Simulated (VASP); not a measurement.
Here is the system:

```
CELL_PARAMETERS angstrom
      1.64084    -5.03804     0.00000
      1.64084     5.03804     0.00000
      0.00000     0.00000     4.14171
ATOMIC_POSITIONS crystal
  P  0.10625 0.89375 0.92701
  P  0.39375 0.60625 0.42701
  P  0.60625 0.39375 0.57299
  P  0.89375 0.10625 0.07299
```

The numbers are results of PBE GGA with D4 dispersion, VASP's PBE PAW potentials (set 64) (plane waves; VASP), not measurements. Run with 520 eV cut-off, 10×10×7 Γ-centred mesh, first-order Methfessel-Paxton smearing of 0.10 eV, potentials P.

Q: The ions and cell shape at fixed volume are relaxed. Give the cell that the relaxation ends in.

A: 
```
CELL_PARAMETERS angstrom
      1.66089    -5.03838     0.00000
      1.66089     5.03838     0.00000
      0.00000     0.00000     4.09143
ATOMIC_POSITIONS crystal
  P  0.10768 0.89232 0.93050
  P  0.39232 0.60768 0.43050
  P  0.60768 0.39232 0.56950
  P  0.89232 0.10768 0.06950
```
Space group Cmce (64), at a tolerance of 0.03 Å.

Q: How much energy does the relaxation gain?

A: The energy (σ→0) changes by -3.1 meV/atom, in 9 ionic steps.

The compound is P in the black structure. This cell is one point of a volume scan, at 0.97 of the reference volume. Symmetry was kept, so distortions that lower it aren't found.
